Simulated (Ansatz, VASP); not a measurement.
# Al6Si2O13 (mullite glass 60Al2O3-40SiO2): VASP beside Ansatz, part 2 of 3

Wanted: the spread between two codes on one cell, functional and k mesh. Of the first pair: The structure shown is the start of the Ansatz relaxation below; VASP solves that cell, so the two are compared at the walk's first step.

VASP 6.6.1 and Ansatz 0.2.0.

So far: Set-up; Ansatz: relaxation, PBE.

## 3. VASP: single point, PBE, start cell, pair 1

Level of this step: PBE; plane waves and PAW (Al, Si, O) (VASP).

The same cell, functional and mesh now go to VASP, with its own data sets.

Lines of VASP's logs that name or quote its potential files are left out, and so is its time.

Contents of INCAR:

```
SYSTEM = Al6Si2O13
PREC = Accurate
ENCUT = 520
EDIFF = 1E-06
NELM = 120
ISMEAR = 0
SIGMA = 0.01
LREAL = .FALSE.
ALGO = Normal
GGA = PE
NBANDS = 73
LORBIT = 11
LWAVE = .FALSE.
LCHARG = .FALSE.
ISIF = 2
LASPH = .TRUE.
GGA_COMPAT = .FALSE.
EFERMI = MIDGAP
```

Contents of POSCAR:

```
Al6Si2O13
1.0
    6.2847000000      0.0000000000      0.0000000000
    0.0000000000      6.2847000000      0.0000000000
    0.0000000000      0.0000000000      6.2847000000
Al Si O
6 2 13
Direct
    0.2211720528      0.3704074976      0.9283020669
    0.2117841743      0.4519865706      0.4154534027
    0.3301510016      0.7990834885      0.1484875969
    0.4891402931      0.6853628654      0.6919502920
    0.6408579566      0.0727481025      0.9276815122
    0.5682848823      0.0563750060      0.4210861298
    0.9876843763      0.0512673636      0.2943815934
    0.8312727736      0.3377408627      0.6540009865
    0.2526134899      0.5458335322      0.6833579964
    0.2165735835      0.5507343230      0.1464827279
    0.0197941031      0.8410743552      0.4254777475
    0.9765462154      0.2734577625      0.4365681735
    0.4937228507      0.8329912327      0.9295590879
    0.7170907124      0.5441946314      0.6476363231
    0.7172020940      0.0958518306      0.6628160453
    0.7455725810      0.0483873534      0.1987525260
    0.9667764571      0.3063312489      0.8676627365
    0.4572851528      0.8244148488      0.4076566901
    0.4657024202      0.2806180088      0.9245469155
    0.4125893042      0.2708164272      0.4079749232
    0.1687590498      0.0394927363      0.1202444031
```

Contents of KPOINTS:

```
Automatic mesh
0
Gamma
1 1 1
0 0 0
```

PAW data sets: Al, Si and O (PBE family, release 64).

Command:

```sh
$ mpirun -np 4 vasp_gam
```

Numbers of over 12 decimals in the logs are rounded to 6 here.

What it wrote:

```text
[banner, memory and clock lines left out]
running    4 mpi-ranks, on    1 nodes
 distrk:  each k-point on    4 cores,    1 groups
 distr:  one band on    1 cores,    4 groups

 POSCAR found type information on POSCAR AlSiO
 POSCAR found :  3 types and      21 ions
|                                                                             |
|               ----> ADVICE to this user running VASP <----                  |
|                                                                             |
|     You have a (more or less) 'large supercell' and for larger cells it     |
|     might be more efficient to use real-space projection operators.         |
|     Therefore, try LREAL= Auto in the INCAR file.                           |
|     Mind: For very accurate calculation, you might also keep the            |
|     reciprocal projection scheme (i.e. LREAL=.FALSE.).                      |
|                                                                             |

 LDA part: xc-table for (Slater+PW92), standard interpolation
|                                                                             |
|           W    W    AA    RRRRR   N    N  II  N    N   GGGG   !!!           |
|           W    W   A  A   R    R  NN   N  II  NN   N  G    G  !!!           |
|           W    W  A    A  R    R  N N  N  II  N N  N  G       !!!           |
|           W WW W  AAAAAA  RRRRR   N  N N  II  N  N N  G  GGG   !            |
|           WW  WW  A    A  R   R   N   NN  II  N   NN  G    G                |
|           W    W  A    A  R    R  N    N  II  N    N   GGGG   !!!           |
|                                                                             |
|     The number of bands has been changed from the values supplied in        |
|     The orbitals not found in the WAVECAR file will be initialized with     |
|     random numbers, which is usually adequate. For correlated               |
|     calculations, however, you should redo the groundstate calculation.     |
|     I found NBANDS = 73. Now, NBANDS = 76.                                  |
|                                                                             |

 POSCAR, INCAR and KPOINTS ok, starting setup
 FFT: planning ... GRIDC
 FFT: planning ... GRID_SOFT
 FFT: planning ... GRID
 WAVECAR not read
 entering main loop
       N       E                     dE             d eps       ncg     rms          rms(c)
DAV:   1     0.850897445975E+03    0.85090E+03   -0.61312E+04   152   0.133E+03
DAV:   2    -0.109213752539E+03   -0.96011E+03   -0.92430E+03   192   0.333E+02
DAV:   3    -0.175141871752E+03   -0.65928E+02   -0.65505E+02   176   0.902E+01
DAV:   4    -0.176116442918E+03   -0.97457E+00   -0.97214E+00   184   0.122E+01
DAV:   5    -0.176131445704E+03   -0.15003E-01   -0.14999E-01   176   0.153E+00    0.333E+01
DAV:   6    -0.150626166482E+03    0.25505E+02   -0.84656E+01   164   0.338E+01    0.138E+01
DAV:   7    -0.150383210985E+03    0.24296E+00   -0.34432E+00   176   0.669E+00    0.632E+00
DAV:   8    -0.150231567414E+03    0.15164E+00   -0.43347E-01   184   0.299E+00    0.215E+00
DAV:   9    -0.150230503875E+03    0.10635E-02   -0.10186E-01   192   0.174E+00    0.528E-01
DAV:  10    -0.150240978997E+03   -0.10475E-01   -0.30940E-02   176   0.757E-01    0.365E-01
DAV:  11    -0.150243388666E+03   -0.24097E-02   -0.31091E-03   160   0.264E-01    0.155E-01
DAV:  12    -0.150244347791E+03   -0.95912E-03   -0.11329E-03   160   0.151E-01    0.458E-02
DAV:  13    -0.150244402888E+03   -0.55097E-04   -0.14455E-04   176   0.619E-02    0.241E-02
DAV:  14    -0.150244406915E+03   -0.40278E-05   -0.59424E-05   160   0.330E-02    0.136E-02
DAV:  15    -0.150244404025E+03    0.28901E-05   -0.11001E-05   160   0.213E-02    0.598E-03
DAV:  16    -0.150244404088E+03   -0.63091E-07   -0.51472E-06   176   0.899E-03
   1 F= -.15024440E+03 E0= -.15024440E+03  d E =0.000000E+00
```

From OUTCAR (step 3):

```text
ion  position               nearest neighbor table
   1  0.221  0.370  0.928-  19 1.64  17 1.69  10 1.78   9 1.90  21 2.43   4 2.99   8 3.00   2 3.10
                             3 3.11   5 3.23   2 3.26
   2  0.212  0.452  0.415-  20 1.70  10 1.80   9 1.80  12 1.86   3 2.85   4 2.87   8 2.91   7 2.98
                             1 3.10   1 3.26   6 3.35
   3  0.330  0.799  0.148-  10 1.72  13 1.73  18 1.82  21 1.83  11 2.63   6 2.79   7 2.83   2 2.85
                             5 2.95   1 3.11   4 3.12
   4  0.489  0.685  0.692-  14 1.71   9 1.73  13 1.76  18 2.00   2 2.87   6 2.93   1 2.99   5 3.01
                             8 3.07   3 3.12
   5  0.641  0.073  0.928-  19 1.71  15 1.74  13 1.77  16 1.83  17 2.55   8 2.68   3 2.95   4 3.01
                             6 3.14   7 3.17   6 3.22   1 3.23
   6  0.568  0.056  0.421-  18 1.62  20 1.67  16 1.79  15 1.80   7 2.75   3 2.79   8 2.83   4 2.93
                             5 3.14   5 3.22   2 3.35
   7  0.988  0.051  0.294-  11 1.57  21 1.58  16 1.64  12 1.66   6 2.75   3 2.83   2 2.98   8 3.05
                             5 3.17
   8  0.831  0.338  0.654-  14 1.48  17 1.60  15 1.68  12 1.69   5 2.68   6 2.83   2 2.91   1 3.00
                             7 3.05   4 3.07
   9  0.253  0.546  0.683-   4 1.73   2 1.80   1 1.90
  10  0.217  0.551  0.146-   3 1.72   1 1.78   2 1.80
  11  0.020  0.841  0.425-   7 1.57   3 2.63
  12  0.977  0.273  0.437-   7 1.66   8 1.69   2 1.86
  13  0.494  0.833  0.930-   3 1.73   4 1.76   5 1.77
  14  0.717  0.544  0.648-   8 1.48   4 1.71
  15  0.717  0.096  0.663-   8 1.68   5 1.74   6 1.80
  16  0.746  0.048  0.199-   7 1.64   6 1.79   5 1.83
  17  0.967  0.306  0.868-   8 1.60   1 1.69   5 2.55
  18  0.457  0.824  0.408-   6 1.62   3 1.82   4 2.00
  19  0.466  0.281  0.925-   1 1.64   5 1.71
  20  0.413  0.271  0.408-   6 1.67   2 1.70
  21  0.169  0.039  0.120-   7 1.58   3 1.83   1 2.43

  LATTYP: Found a simple cubic cell.
 ALAT       =     6.2847000000

 Subroutine GETGRP returns: Found  1 space group operations
 (whereof  1 operations were pure point group operations)

The static configuration has the point symmetry C_1 .

 Found      1 irreducible k-points:

   k-points           NKPTS =      1   k-points in BZ     NKDIM =      1   number of bands    NBANDS=     76

   dimension x,y,z NGX =    48 NGY =   48 NGZ =   48
   dimension x,y,z NGXF=    96 NGYF=   96 NGZF=   96

   ENCUT  =  520.0 eV  38.22 Ry    6.18 a.u.  11.69 11.69 11.69*2*pi/ulx,y,z

   NELECT =     104.0000    total number of electrons

 k-points in reciprocal lattice and weights: Automatic mesh
   0.00000000  0.00000000  0.00000000       1.000

 average (electrostatic) potential at core
       1 -74.5392       2 -75.5879       3 -75.7405       4 -76.0058       5 -75.7369
       6 -74.9594       7 -84.7333       8 -85.8409       9 -70.6651      10 -71.2248
      11 -68.1845      12 -73.0494      13 -72.0434      14 -71.2435      15 -72.3076
      16 -72.1333      17 -70.8872      18 -71.2118      19 -69.0108      20 -69.0835
      21 -70.6047

 E-fermi :   5.4138

 k-point     1 :       0.0000    0.0000    0.0000
  band No.  band energies     occupation
    ...
     48       2.7920      2.00000
     49       2.8933      2.00000
     50       3.3777      2.00000
     51       3.9125      2.00000
     52       4.0021      2.00000
     53       6.8255      0.00000
     54       8.9714      0.00000
     55       9.2134      0.00000
     56       9.9516      0.00000
     57      10.2122      0.00000
    ...

  Total       29.9099346     24.6221982     14.6566917      7.6294825      0.6374831     -3.4289075
  in kB      193.0511491    158.9219006     94.6003802     49.2438508      4.1145808    -22.1315940
  external PRESSURE =     148.8578100 kB  Pullay stress =       0.0000000 kB

  energy-cutoff  :      520.00
  volume of cell :      248.23
      direct lattice vectors                 reciprocal lattice vectors
     6.284700000  0.000000000  0.000000000     0.159116585  0.000000000  0.000000000
     0.000000000  6.284700000  0.000000000     0.000000000  0.159116585  0.000000000
     0.000000000  0.000000000  6.284700000     0.000000000  0.000000000  0.159116585

 POSITION                                       TOTAL-FORCE (eV/Angst)
 -----------------------------------------------------------------------------------
      1.39000      2.32790      5.83410        -0.004986      0.351835     -0.234142
      1.33100      2.84060      2.61100         0.637455      0.401570      0.196311
      2.07490      5.02200      0.93320        -2.100473      1.277610      1.686825
      3.07410      4.30730      4.34870        -0.472918     -0.366285     -1.714898
      4.02760      0.45720      5.83020        -0.673729      1.548352      1.803443
      3.57150      0.35430      2.64640         0.314119      3.334342      0.135274
      6.20730      0.32220      1.85010         0.898685     -3.870090      1.123641
      5.22430      2.12260      4.11020         2.189595     -3.817566      1.146759
      1.58760      3.43040      4.29470        -0.590978     -0.064557      0.111147
      1.36110      3.46120      0.92060        -0.479131     -0.205979      0.630295
      0.12440      5.28590      2.67400         0.038178     -0.426443      0.528080
      6.13730      1.71860      2.74370         0.502155      2.643585      0.231802
      3.10290      5.23510      5.84200         1.039750     -0.452618     -1.094023
      4.50670      3.42010      4.07020        -1.756479      3.728731     -0.735586
      4.50740      0.60240      4.16560        -0.247560     -0.544147     -1.377402
      4.68570      0.30410      1.24910        -0.521100      0.726438     -1.442593
      6.07590      1.92520      5.45300        -1.331827     -0.400967     -0.116539
      2.87390      5.18120      2.56200        -0.777983     -3.823393      0.914449
      2.92680      1.76360      5.81050         2.318980     -0.893815      0.195522
      2.59300      1.70200      2.56400        -0.001556      0.209833     -0.044830
      1.06060      0.24820      0.75570         1.019802      0.643564     -1.943533
 -----------------------------------------------------------------------------------
    total drift:                               -0.000565     -0.000481     -0.000048

  FREE ENERGIE OF THE ION-ELECTRON SYSTEM (eV)
  ---------------------------------------------------
  free  energy   TOTEN  =      -150.2444040884 eV

  energy  without entropy=     -150.2444040884  energy(sigma->0) =     -150.24440409

 total charge
# of ion       s       p       d       tot
------------------------------------------
    1        0.344   0.475   0.000   0.819
    2        0.325   0.427   0.000   0.752
    3        0.332   0.441   0.000   0.773
    4        0.335   0.429   0.000   0.764
    5        0.337   0.451   0.000   0.788
    6        0.376   0.524   0.000   0.900
    7        0.681   1.069   0.000   1.750
    8        0.675   1.069   0.000   1.744
    9        1.544   3.653   0.000   5.196
   10        1.544   3.690   0.000   5.234
   11        1.559   3.549   0.000   5.108
   12        1.544   3.741   0.000   5.285
   13        1.543   3.711   0.000   5.254
   14        1.557   3.744   0.000   5.302
   15        1.554   3.716   0.000   5.270
   16        1.548   3.715   0.000   5.264
   17        1.555   3.687   0.000   5.242
   18        1.542   3.683   0.000   5.225
   19        1.549   3.674   0.000   5.222
   20        1.545   3.661   0.000   5.206
   21        1.556   3.647   0.000   5.203
--------------------------------------------------
tot         23.542  52.758   0.000  76.301
```

The run ends at a pressure of 14.89 GPa, with forces up to 4.5 eV/Å.

## 4. Comparison

Known differences besides the potentials themselves: fixed occupations in Ansatz, narrow Gaussian smearing in VASP; the cutoff is 420 eV in Ansatz and 520 eV in VASP. Total energies have different zeros and are not compared.

Forces on 8 of the 21 atoms, those with the largest forces and the largest differences (eV/Å; atoms numbered as in POSCAR):

```tsv
atom	Ansatz x, y, z	VASP x, y, z
Al3	-2.111, 1.273, 1.686	-2.100, 1.278, 1.687
Al6	0.250, 3.300, 0.123	0.314, 3.334, 0.135
Si7	0.948, -3.972, 1.133	0.899, -3.870, 1.124
Si8	2.199, -3.849, 1.188	2.190, -3.818, 1.147
O11	0.013, -0.305, 0.457	0.038, -0.426, 0.528
O12	0.489, 2.640, 0.237	0.502, 2.644, 0.232
O14	-1.718, 3.709, -0.735	-1.756, 3.729, -0.736
O18	-0.739, -3.741, 0.914	-0.778, -3.823, 0.914
```

The forces differ by 35 meV/Å r.m.s., which is 2.4 % of the r.m.s. force of 1.445 eV/Å (both taken over all components).

## 5. Ansatz: relaxation, PBE

This run makes the geometry at which the two programs are then compared. The cell compared in this pair holds 287.93 Å³, against 248.23 Å³ for the pair before.

The structure compared here is the end of the Ansatz relaxation.

Contents of input.yaml:

```yaml
crystal:
  lattice:
    - [6.2847, 0.0, 0.0]
    - [0.0, 6.2847, 0.0]
    - [0.0, 0.0, 6.2847]
  atoms:
    - { symbol: Al, position: [0.22117, 0.37041, 0.9283] }
    - { symbol: Al, position: [0.21179, 0.45199, 0.41545] }
    - { symbol: Al, position: [0.33015, 0.79908, 0.14849] }
    - { symbol: Al, position: [0.48914, 0.68536, 0.69195] }
    - { symbol: Al, position: [0.64086, 0.07275, 0.92768] }
    - { symbol: Al, position: [0.56829, 0.05638, 0.42108] }
    - { symbol: Si, position: [0.98768, 0.05126, 0.29438] }
    - { symbol: Si, position: [0.83127, 0.33774, 0.654] }
    - { symbol: O, position: [0.25261, 0.54583, 0.68336] }
    - { symbol: O, position: [0.21658, 0.55074, 0.14649] }
    - { symbol: O, position: [0.01979, 0.84108, 0.42548] }
    - { symbol: O, position: [0.97655, 0.27346, 0.43657] }
    - { symbol: O, position: [0.49373, 0.83299, 0.92956] }
    - { symbol: O, position: [0.71709, 0.5442, 0.64763] }
    - { symbol: O, position: [0.7172, 0.09585, 0.66281] }
    - { symbol: O, position: [0.74558, 0.04838, 0.19876] }
    - { symbol: O, position: [0.96678, 0.30633, 0.86767] }
    - { symbol: O, position: [0.45729, 0.82441, 0.40765] }
    - { symbol: O, position: [0.4657, 0.28061, 0.92454] }
    - { symbol: O, position: [0.41259, 0.27082, 0.40798] }
    - { symbol: O, position: [0.16876, 0.0395, 0.12024] }
kpoints:
  mp_grid: { grid: [1, 1, 1] }
hamiltonian:
  xc: pbe
scf:
  occupations: { method: fixed }
output:
  forces: true
  stress: true
relax:
  f_tol: 0.04
  max_steps: 90
  cell: { stress_tol: 0.1, fix: [alpha, beta, gamma] }
```

Command:

```sh
$ ansatz run input.yaml --threads 8 --pin off --max-ram 15360MiB --backend cpu --events-out ev --progress --plain --runs-dir out
```

What it wrote:

```text
[...]
Crystal: 21 atoms, lattice volume = 248.230 Å³
Basis set: ecut = 420 eV, 4945 PW (Γ), exchange–correlation on 90×90×90 points (8 copies of the dense FFT grid, shifted against one another)
Bands: 73, of which v1, the nominal top of the filled ones, is band 52 counted from 1 (51 counted from 0)
Symmetry: 1 space group operations
[...]
k-points: 1
[...]
- { symbol: O, position: [0.722574, 0.524729, 0.587860] }
    - { symbol: O, position: [0.718018, 0.142811, 0.667724] }
    - { symbol: O, position: [0.737634, 0.063658, 0.203643] }
    - { symbol: O, position: [1.003072, 0.361644, 0.845370] }
    - { symbol: O, position: [0.461534, 0.817595, 0.405994] }
    - { symbol: O, position: [0.445012, 0.273138, 0.969230] }
    - { symbol: O, position: [0.368707, 0.192497, 0.424895] }
    - { symbol: O, position: [0.131615, 0.000965028, 0.097628] }
[key lines of the parts left out:]
SCF converged after 4 iterations
Free energy (F): -11896.827693 eV
Fermi energy:    2.883038 eV
P = ⅓ Tr σ = -0.0148 GPa (-0.148 kbar)
```

[end of part 2 of 3]

[Lines on the potential files, build, host, timing and source positions are cut from VASP's logs without a mark.]

[Logs are printed without paths, hosts, clocks, repeated set-up lines and the standing remarks that a program may print on its own settings, such as how far it seeks lower states.]

[Hosts, paths, dates, database ids (printed as entryN), source tags and the programs' standing remarks are cut or masked in the printed files.]
